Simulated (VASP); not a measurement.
Here is the system:

```
CELL_PARAMETERS angstrom
     -0.00386     5.54934     5.54921
      5.54934    -0.00386     5.54921
      2.77274     2.77274     0.00000
ATOMIC_POSITIONS crystal
  In 0.99934 0.99934 0.00133
  P  0.13591 0.13591 0.22819
  P  0.13000 0.60946 0.26054
  P  0.60946 0.13000 0.26054
  P  0.62504 0.62504 0.24993
  Ga 0.00007 0.50030 0.99962
  Ga 0.50030 0.00007 0.99962
  Ga 0.49988 0.49988 0.00024
```

These are PBEsol GGA, VASP's PBE PAW potentials (set 64) (plane waves; VASP 6.6.1) values and carry that method's errors. Numerical set-up: 400 eV cut-off, Gaussian smearing of 0.050 eV, potentials In_d P Ga_d.

Unless said otherwise, spin-orbit coupling is left out, though it shifts the bands of the heavy elements here.

### Question
Give the energies of bands 29 to 42 at the high-symmetry points, in eV from the valence-band maximum.

### Answer

```tsv
band	Γ	Y	C0	Z	A0	T	S	R
29	-2.75	-3.38	-3.87	-3.63	-2.88	-2.81	-3.29	-3.38
30	-1.39	-3.34	-2.51	-3.54	-2.85	-2.75	-3.13	-3.33
31	-1.23	-1.94	-1.95	-3.53	-2.80	-2.72	-2.23	-3.26
32	-1.21	-1.93	-1.94	-3.46	-2.67	-2.67	-2.03	-3.06
33	-1.05	-1.70	-1.86	-3.43	-2.23	-1.40	-0.92	-2.24
34	-0.10	-1.52	-1.69	-3.23	-1.83	-1.17	-0.91	-2.21
35	-0.09	-1.45	-1.48	-1.45	-1.37	-1.12	-0.57	-2.02
36	0.00	-0.92	-0.62	-1.09	-1.32	-0.98	-0.47	-1.79
37	1.04	1.92	2.26	2.64	1.60	1.15	1.56	2.02
38	1.31	2.01	2.35	3.25	1.75	1.39	1.96	2.05
39	1.42	2.65	2.48	4.36	1.99	1.47	2.07	2.50
40	1.60	3.02	3.26	4.42	2.17	1.54	2.71	2.56
41	1.96	3.32	3.68	4.54	2.30	1.82	4.35	4.42
42	3.74	3.82	3.77	4.54	2.47	1.83	4.41	4.51
```

The gap is direct, 1.04 eV, from the valence maximum at Γ to the conduction minimum at Γ.

The structure was generated: Ga3InP4 was put into an ordered model structure (Amm2), which need not be its known phase. It was relaxed first.
